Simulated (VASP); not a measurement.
# Mg6AlNi (Amm2) in VASP: reference runs

Reference runs on Mg6AlNi: the cell as given and a disturbed copy.

All numbers are computed with VASP 6.6.1; they aren't measurements. Logs are shortened: lines on timing, memory, paths and dates and some standing lists are left out, and cuts for length are marked.

## (1) Starting point

The structure is orthorhombic, space group Amm2 (No. 38). Conventional cell: a = 4.728 Å, b = 6.180 Å, c = 10.529 Å, α = 90.00°, β = 90.00°, γ = 90.00°. Around Ni (site symmetry mm2) lie 2 Al at 2.78 Å and 8 Mg at 2.82 to 3.10 Å. Al (site symmetry mm2) has 2 Ni at 2.78 Å and 8 Mg at 2.86 to 3.09 Å as nearest neighbours. Mg (site symmetry mm2) has 10 Mg at 2.96 to 3.08 Å and 2 Ni at 3.10 Å as nearest neighbours. Mg (site symmetry m) is surrounded by 1 Ni at 2.82 Å and 2 Al at 2.95 Å and 8 Mg at 2.96 to 3.17 Å. Around Mg (site symmetry mm2) lie 10 Mg at 2.96 to 3.07 Å and 2 Al at 3.09 Å. Mg (site symmetry m) is surrounded by 2 Al at 2.86 to 3.24 Å and 8 Mg at 2.93 to 3.25 Å and 2 Ni at 2.95 Å.

The cell comes from a database or a generator and needn't be the stable form of this composition.

## (2) Single point, PBE, collinear spin, ferromagnetic start

INCAR reads:

```
SYSTEM = Mg6AlNi
PREC = Accurate
ENCUT = 520
EDIFF = 1E-7
ISMEAR = -1
SIGMA = 0.05
LREAL = .FALSE.
LASPH = .TRUE.
NELM = 150
ALGO = Normal
ISIF = 2
LWAVE = .FALSE.
LCHARG = .TRUE.
ISPIN = 2
MAGMOM = 1 0 0 0 0 0 0 0
LORBIT = 11
LMAXMIX = 4
GGA = PE
LELF = .TRUE.
LVHAR = .TRUE.
NBANDS = 26
```

KPOINTS reads:

```
regular mesh
0
G
  6 5 5
  0 0 0
```

POSCAR reads:

```
Mg6AlNi
1.0
    4.7281700000      0.0000000000      0.0000000000
    0.0000000000      3.0898100000      5.2643305000
    0.0000000000     -3.0898100000      5.2643305000
Ni Al Mg
1 1 6
Direct
    0.5000000000      0.6825750000      0.6825750000
    0.0000000000      0.8223820000      0.8223820000
    0.5000000000      0.1643750000      0.1643750000
    0.5000000000      0.6660490000      0.1530710000
    0.5000000000      0.1530710000      0.6660490000
    0.0000000000      0.3333230000      0.3333230000
    0.0000000000      0.8260290000      0.3521950000
    0.0000000000      0.3521950000      0.8260290000
```

Potentials or basis: VASP PAW PBE potentials, release 64 (Ni, Al, Mg).

Command:

```
> cat potpaw_PBE.64/Ni/POTCAR potpaw_PBE.64/Al/POTCAR potpaw_PBE.64/Mg/POTCAR > POTCAR
> mpirun -np 1 vasp_std > vasp.out
```

OUTCAR:

```text
SYSTEM = Mg6AlNi
   PREC = Accurate
   ENCUT = 520
   EDIFF = 1E-7
   ISMEAR = -1
   LREAL = .FALSE.
   LASPH = .TRUE.
   NELM = 150
   ISIF = 2
   ISPIN = 2
   LORBIT = 11
   GGA = PE

 ion  position               nearest neighbor table
   1  0.500  0.683  0.683-   2 2.78   2 2.78   5 2.82   4 2.82   8 2.95   7 2.95   7 2.95   8 2.95
                             3 3.10   3 3.10   5 3.28   4 3.28
   2  0.000  0.822  0.822-   1 2.78   1 2.78   8 2.86   7 2.86   5 2.95   4 2.95   4 2.95   5 2.95
                             6 3.09   6 3.09   8 3.24   7 3.24
   3  0.500  0.164  0.164-   6 2.96   6 2.96   8 2.98   7 2.98   7 2.98   8 2.98   4 3.03   5 3.03
                             4 3.08   5 3.08   1 3.10   1 3.10
   4  0.500  0.666  0.153-   1 2.82   2 2.95   2 2.95   6 2.96   6 2.96   5 3.01   3 3.03   7 3.03
                             7 3.03   3 3.08   5 3.17   1 3.28
   5  0.500  0.153  0.666-   1 2.82   2 2.95   2 2.95   6 2.96   6 2.96   4 3.01   3 3.03   8 3.03
                             8 3.03   3 3.08   4 3.17   1 3.28
   6  0.000  0.333  0.333-   4 2.96   5 2.96   4 2.96   5 2.96   3 2.96   3 2.96   7 3.04   8 3.04
                             8 3.07   7 3.07   2 3.09   2 3.09
   7  0.000  0.826  0.352-   2 2.86   8 2.93   1 2.95   1 2.95   3 2.98   3 2.98   4 3.03   4 3.03
                             6 3.04   6 3.07   2 3.24   8 3.25
   8  0.000  0.352  0.826-   2 2.86   7 2.93   1 2.95   1 2.95   3 2.98   3 2.98   5 3.03   5 3.03
                             6 3.04   6 3.07   2 3.24   7 3.25

  LATTYP: Found a base centered orthorhombic cell.
 ALAT       =     6.1796200000
 B/A-ratio  =     1.7037715911
 C/A-ratio  =     0.7651230982

  Lattice vectors:

 A1 = (   0.0000000000,   3.0898100000,  -5.2643305000)
 A2 = (   0.0000000000,   3.0898100000,   5.2643305000)
 A3 = (   4.7281700000,   0.0000000000,   0.0000000000)

Analysis of symmetry for initial positions (statically):
=====================================================================
 Subroutine PRICEL returns:
 Original cell was already a primitive cell.

 Routine SETGRP: Setting up the symmetry group for a
 base centered orthorhombic supercell.

 Subroutine GETGRP returns: Found  4 space group operations
 (whereof  4 operations were pure point group operations)
 out of a pool of  8 trial point group operations.

The static configuration has the point symmetry C_2v.

Analysis of symmetry for dynamics (positions and initial velocities):
=====================================================================
 Subroutine PRICEL returns:
 Original cell was already a primitive cell.

 Routine SETGRP: Setting up the symmetry group for a
 base centered orthorhombic supercell.

 Subroutine GETGRP returns: Found  4 space group operations
 (whereof  4 operations were pure point group operations)
 out of a pool of  8 trial point group operations.

The dynamic configuration has the point symmetry C_2v.

Analysis of structural, dynamic, and magnetic symmetry:
=====================================================================
 Subroutine PRICEL returns:
 Original cell was already a primitive cell.

 Routine SETGRP: Setting up the symmetry group for a
 base centered orthorhombic supercell.

 Subroutine GETGRP returns: Found  4 space group operations
 (whereof  4 operations were pure point group operations)
 out of a pool of  8 trial point group operations.

The overall configuration has the point symmetry C_2v.

 Subroutine INISYM returns: Found  4 space group operations
 (whereof  4 operations are pure point group operations),
 and found     1 'primitive' translations

----------------------------------------------------------------------------------------

                                     Primitive cell

  volume of cell :     153.8148

  direct lattice vectors                    reciprocal lattice vectors
     4.728170000  0.000000000  0.000000000     0.211498318  0.000000000  0.000000000
     0.000000000  3.089810000  5.264330500     0.000000000  0.161822248  0.094978839
     0.000000000 -3.089810000  5.264330500     0.000000000 -0.161822248  0.094978839

  length of vectors
     4.728170000  6.104105295  6.104105295     0.211498318  0.187636403  0.187636403

  position of ions in fractional coordinates (direct lattice)
     0.500000000  0.682575000  0.682575000
     0.000000000  0.822382000  0.822382000
     0.500000000  0.164375000  0.164375000
     0.500000000  0.666049000  0.153071000
     0.500000000  0.153071000  0.666049000
     0.000000000  0.333323000  0.333323000
     0.000000000  0.826029000  0.352195000
     0.000000000  0.352195000  0.826029000

  ion indices of the primitive-cell ions
   primitive index   ion index
                 1           1
                 2           2
                 3           3
                 4           4
                 5           5
                 6           6
                 7           7
                 8           8

----------------------------------------------------------------------------------------

 KPOINTS: regular mesh

Automatic generation of k-mesh.
 Grid dimensions read from file:
 generate k-points for:    6    5    5

 Generating k-lattice:

  Cartesian coordinates                     Fractional coordinates (reciprocal lattice)
     0.035249720  0.000000000  0.000000000     0.166666667  0.000000000  0.000000000
     0.000000000  0.032364450  0.018995768     0.000000000  0.200000000  0.000000000
     0.000000000 -0.032364450  0.018995768     0.000000000  0.000000000  0.200000000

  Length of vectors
     0.035249720  0.037527281  0.037527281

  Shift w.r.t. Gamma in fractional coordinates (k-lattice)
     0.000000000  0.000000000  0.000000000

 Subroutine IBZKPT returns following result:
 ===========================================

 Found     36 irreducible k-points:

 Following reciprocal coordinates:
            Coordinates               Weight
  0.000000  0.000000  0.000000      1.000000
  0.166667  0.000000  0.000000      2.000000
  0.333333  0.000000  0.000000      2.000000
  0.500000  0.000000  0.000000      1.000000
  0.000000  0.200000  0.000000      4.000000
  0.166667  0.200000  0.000000      8.000000
[... 16 lines left out ...]
  0.333333 -0.400000  0.200000      8.000000
  0.500000 -0.400000  0.200000      4.000000
 [... further k-points ...]
   k-points           NKPTS =     36   k-points in BZ     NKDIM =     36   number of bands    NBANDS=     26
   number of dos      NEDOS =    301   number of ions     NIONS =      8
   total plane-waves  NPLWV =  82944
   dimension x,y,z NGX =    36 NGY =   48 NGZ =   48
   dimension x,y,z NGXF=    72 NGYF=   96 NGZF=   96
   ions per type =               1   1   6
   NGX,Y,Z   is equivalent  to a cutoff of  12.66, 13.07, 13.07 a.u.
   NGXF,Y,Z  is equivalent  to a cutoff of  25.32, 26.15, 26.15 a.u.
 SYSTEM =  Mg6AlNi
   PREC   = accura    normal or accurate (medium, high low for compatibility)
   ISTART =      0    job   : 0-new  1-cont  2-samecut
   ICHARG =      2    charge: 1-file 2-atom 10-const
   ISPIN  =      2    spin polarized calculation?
   LNONCOLLINEAR =      F non collinear calculations
   LSORBIT =      F    spin-orbit coupling
   LASPH  =      T    aspherical Exc in radial PAW
   ENCUT  =  520.0 eV  38.22 Ry    6.18 a.u.   8.79 11.35 11.35*2*pi/ulx,y,z
   NELM   =    150;   NELMIN=  2; NELMDL= -5     # of ELM steps
   EDIFF  = 0.1E-06   stopping-criterion for ELM
   LREAL  =      F    real-space projection
   EDIFFG = 0.1E-05   stopping-criterion for IOM
   NSW    =      0    number of steps for IOM
   IBRION =     -1    ionic relax: 0-MD 1-quasi-New 2-CG
   NFREE  =      0    steps in history (QN), initial steepest desc. (CG)
   ISIF   =      2    stress and relaxation
   ISYM   =      2    0-nonsym 1-usesym 2-fastsym
   POTIM  = 0.5000    time-step for ionic-motion
   TEBEG  =    0.0;   TEEND  =   0.0 temperature during run
   PSTRESS=    0.0 pullay stress
   NELECT =      25.0000    total number of electrons
   NUPDOWN=      -1.0000    fix difference up-down
   EMIN   =  10.00;   EMAX   =-10.00  energy-range for DOS
   EFERMI =   0.00;   METHOD = LEGACY
   ISMEAR =    -1;   SIGMA  =   0.05  broadening in eV -4-tet -1-fermi 0-gaus
   EFERMI_NEDOS =   21; number of points for ismear=-14 and -15
   IALGO  =     38    algorithm
   IMIX   =      4    mixing-type and parameters
     AMIX     =   0.40;   BMIX     =  1.00
     AMIX_MAG =   1.60;   BMIX_MAG =  1.00
  volume/ion in A,a.u.               =      19.23       129.75
  Fermi-wavevector in a.u.,A,eV,Ry     =   0.893420  1.688318 10.860152  0.798199
  Thomas-Fermi vector in A             =   2.015495
   LORBIT       =     11    0 simple, 1 ext, 2 COOP (PROOUT), +10 PAW based schemes
   GGA     = PE    functional components
   LHFCALC =     F    Hartree Fock is set to
   AEXX    =    0.0000 exact exchange contribution
   IVDW    =     0    specifies the selected vdW correction
   LEPSILON=     F    determine dielectric tensor
   LRPA    =     F    only Hartree local field effects (RPA)
 spin polarized calculation
  energy-cutoff  :      520.00
  volume of cell :      153.81
 maximum number of plane-waves:      4165
 NGX is ok and might be reduce to    36
   NGX = 17   NGY = 23   NGZ = 23

 number of electron      24.9999999 magnetization       0.0003086

 number of electron      24.9999999 magnetization      -0.0000657

 Free energy of the ion-electron system (eV)
  ---------------------------------------------------
  ext. energy  EPLUGINS =         0.00000000
  ---------------------------------------------------
  free energy    TOTEN  =       -18.20510371 eV

  energy without entropy =      -18.17962124  energy(sigma->0) =      -18.19236247

 E-fermi :   3.9541     XC(G=0):  -9.2606

 val. band max:        3.9476383450   @ k =   0.0000   0.4000  -0.0000
 cond. band min:       3.9642895435   @ k =   0.5000  -0.4000   0.2000
 fundamental gap:      0.0166511985
 Fermi energy:         3.9540891533

 spin component 1

 k-point     1 :       0.0000    0.0000    0.0000
  band No.  band energies     occupation
      1      -4.0119      1.00000
      2       0.3006      1.00000
      3       0.8756      1.00000
      4       0.8976      1.00000
      5       1.5472      1.00000
      6       1.6607      1.00000
[... 637 lines left out ...]
     23       9.4148      0.00000
     24       9.6216      0.00000

 [... further k-points ...]

 spin component 2

 k-point     1 :       0.0000    0.0000    0.0000
  band No.  band energies     occupation
      1      -4.0119      1.00000
      2       0.3006      1.00000
      3       0.8756      1.00000
      4       0.8975      1.00000
      5       1.5472      1.00000
      6       1.6607      1.00000
[... 637 lines left out ...]
     23       9.4148      0.00000
     24       9.6216      0.00000

 [... further k-points ...]

 [bands above 24 left out]

------------------------ aborting loop because EDIFF is reached ----------------------------------------

  FORCE on cell =-STRESS in cart. coord.  units (eV):
  Direction    XX          YY          ZZ          XY          YZ          ZX
  --------------------------------------------------------------------------------------
  -------------------------------------------------------------------------------------
  Total        1.4229912     -0.4803169     -0.0624644      0.0000000      0.0000000      0.0000000
  in kB       14.8222730     -5.0031151     -0.6506461      0.0000000      0.0000000      0.0000000
  external PRESSURE =       3.0561706 kB  Pullay stress =       0.0000000 kB

 VOLUME and BASIS-vectors are now :
 -----------------------------------------------------------------------------
  energy-cutoff  :      520.00
  volume of cell :      153.81
      direct lattice vectors                 reciprocal lattice vectors
     4.728170000  0.000000000  0.000000000     0.211498318  0.000000000  0.000000000
     0.000000000  3.089810000  5.264330500     0.000000000  0.161822248  0.094978839
     0.000000000 -3.089810000  5.264330500     0.000000000 -0.161822248  0.094978839

 POSITION                                       TOTAL-FORCE (eV/Angst)
 -----------------------------------------------------------------------------------
      2.36409      0.00000      7.18660         0.000000     -0.000000      0.030447
      0.00000      0.00000      8.65858         0.000000     -0.000000     -0.008103
      2.36409      0.00000      1.73065         0.000000     -0.000000      0.000894
      2.36409      1.58500      4.31212         0.000000     -0.009480      0.015471
      2.36409     -1.58500      4.31212         0.000000      0.009480      0.015471
      0.00000      0.00000      3.50944         0.000000     -0.000000     -0.022415
      0.00000      1.46406      6.20256         0.000000     -0.012796     -0.015882
      0.00000     -1.46406      6.20256         0.000000      0.012796     -0.015882
 -----------------------------------------------------------------------------------
    total drift:                                0.000000     -0.000000     -0.000460

  FREE ENERGIE OF THE ION-ELECTRON SYSTEM (eV)
  ---------------------------------------------------
  free  energy   TOTEN  =       -18.2051037097 eV

  energy  without entropy=      -18.1796212389  energy(sigma->0) =      -18.19236247

 total charge

# of ion       s       p       d       tot
------------------------------------------
    1        0.398   0.266   8.365   9.028
    2        0.435   0.330   0.000   0.765
    3        0.213   0.154   0.014   0.381
    4        0.201   0.149   0.018   0.369
    5        0.201   0.149   0.018   0.369
    6        0.223   0.154   0.017   0.394
    7        0.203   0.147   0.018   0.367
    8        0.203   0.147   0.018   0.367
--------------------------------------------------
tot          2.078   1.496   8.467  12.041

 magnetization (x)

# of ion       s       p       d       tot
------------------------------------------
    1       -0.000  -0.000  -0.000  -0.000
    2       -0.000   0.000   0.000   0.000
    3       -0.000  -0.000  -0.000  -0.000
    4       -0.000   0.000  -0.000  -0.000
    5       -0.000   0.000  -0.000  -0.000
    6        0.000   0.000  -0.000   0.000
    7       -0.000   0.000   0.000   0.000
    8       -0.000   0.000   0.000   0.000
--------------------------------------------------
tot         -0.000  -0.000  -0.000  -0.000
```

It took 3.5 min on 1 thread of Intel Xeon 6975P-C (Granite Rapids), shared host; peak memory 0.49 GiB.

Results:

| Quantity | Value |
| --- | --- |
| Free energy | -18.2051 eV |
| Pressure | 0.3 GPa |
| Largest force | 0.030 eV/Å |
| Band gap on the k mesh | none (metal or under the smearing width) |
| Net moment | 0.00 μB per cell |
| Valence electrons inside the program's atomic spheres | Ni 9.03; Al 0.77; Mg 0.38, 0.37, 0.39 |

Forces in eV/Å, atoms in the order of the input:
```
Ni   0.000  0.000  0.030
Al   0.000  0.000 -0.008
Mg   0.000  0.000  0.001
Mg   0.000 -0.009  0.015
Mg   0.000  0.009  0.015
Mg   0.000  0.000 -0.022
Mg   0.000 -0.013 -0.016
Mg   0.000  0.013 -0.016
```

Levels at points of the mesh, in eV from the Fermi level:
Spin up:
```csv
k point,band 10,band 11,band 12,band 13,band 14,band 15,band 16,band 17
"(0.00, 0.00, 0.00)",-1.41,-1.35,-0.90,-0.90,-0.02,2.52,3.21,3.41
"(0.50, 0.00, 0.00)",-1.37,-1.17,-0.93,-0.76,-0.61,-0.15,0.15,0.50
```
Spin down:
| k point | band 9 | band 10 | band 11 | band 12 | band 13 | band 14 | band 15 | band 16 | band 17 | band 18 |
| --- | --- | --- | --- | --- | --- | --- | --- | --- | --- | --- |
| (0.00, 0.00, 0.00) | -1.52 | -1.41 | -1.35 | -0.90 | -0.90 | -0.02 | 2.52 | 3.21 | 3.41 | 3.48 |
| (0.50, 0.00, 0.00) | -1.41 | -1.37 | -1.17 | -0.93 | -0.76 | -0.61 | -0.15 | 0.15 | 0.50 | 0.56 |

## (3) Single point, PBE, collinear spin, ferromagnetic start (atoms moved at random, drawn with an rms of 0.05 Å)

INCAR reads:

```
ALGO = Normal
EDIFF = 1E-7
ENCUT = 520
GGA = PE
ISIF = 2
ISMEAR = -1
ISPIN = 2
LASPH = T
LCHARG = F
LMAXMIX = 4
LORBIT = 11
LREAL = F
LWAVE = F
MAGMOM = 1 0 0 0 0 0 0 0
NBANDS = 26
NELM = 100
PREC = Accurate
SIGMA = 0.05
```

KPOINTS reads:

```
k-points
0
Gamma
  6 5 5
```

POSCAR reads:

```
Mg6AlNi
1.0
    4.7281700000      0.0000000000      0.0000000000
    0.0000000000      3.0898100000      5.2643305000
    0.0000000000     -3.0898100000      5.2643305000
Ni Al Mg
1 1 6
Direct
    0.4879870000      0.6845300000      0.6860670000
   -0.0011370000      0.8188840000      0.8253960000
    0.5167060000      0.1693440000      0.1707030000
    0.5019630000      0.6672620000      0.1430160000
    0.5013230000      0.1532850000      0.6684980000
   -0.0109320000      0.3270990000      0.3351000000
    0.0098070000      0.8261490000      0.3497400000
    0.0032600000      0.3640670000      0.8192000000
```

Potentials or basis: VASP PAW PBE potentials, release 64 (Ni, Al, Mg).

Command:

```
> cat potpaw_PBE.64/Ni/POTCAR potpaw_PBE.64/Al/POTCAR potpaw_PBE.64/Mg/POTCAR > POTCAR
> mpirun -np 1 vasp_std > vasp.out
```

Run time: 7 min. Hardware: 1 thread of Intel Xeon 6975P-C (Granite Rapids), shared host; peak memory 0.67 GiB.

Results (log left out):

| Quantity | Value |
| --- | --- |
| Free energy | -18.1440 eV |
| Pressure | 0.6 GPa |
| Largest force | 0.582 eV/Å |
| Band gap on the k mesh | none (metal or under the smearing width) |
| Net moment | 0.00 μB per cell |
| Valence electrons inside the program's atomic spheres | Ni 9.04; Al 0.77; Mg 0.38, 0.37, 0.40 |

Forces on the atoms (eV/Å):
```
Ni   0.091  0.038 -0.007
Al   0.047  0.167  0.067
Mg  -0.444 -0.006 -0.375
Mg  -0.087 -0.129  0.212
Mg  -0.121  0.047  0.110
Mg   0.468  0.050  0.181
Mg  -0.009  0.077 -0.061
Mg   0.056 -0.243 -0.127
```

Stress tensor (GPa, compression positive):
```
 1.53  0.11  0.05
 0.11 -0.11  0.08
 0.05  0.08  0.53
```

Levels at points of the mesh, in eV from the Fermi level:
Spin up:
| k point | band 10 | band 11 | band 12 | band 13 | band 14 | band 15 | band 16 | band 17 |
| --- | --- | --- | --- | --- | --- | --- | --- | --- |
| (0.00, 0.00, 0.00) | -1.44 | -1.33 | -0.91 | -0.91 | -0.03 | 2.47 | 3.23 | 3.40 |
| (0.50, 0.00, 0.00) | -1.33 | -1.15 | -0.93 | -0.78 | -0.58 | -0.14 | 0.16 | 0.48 |
Spin down:
```csv
k point,band 11,band 12,band 13,band 14,band 15,band 16
"(0.00, 0.00, 0.00)",-1.33,-0.91,-0.91,-0.03,2.47,3.23
"(0.50, 0.00, 0.00)",-1.15,-0.93,-0.78,-0.58,-0.14,0.16
```
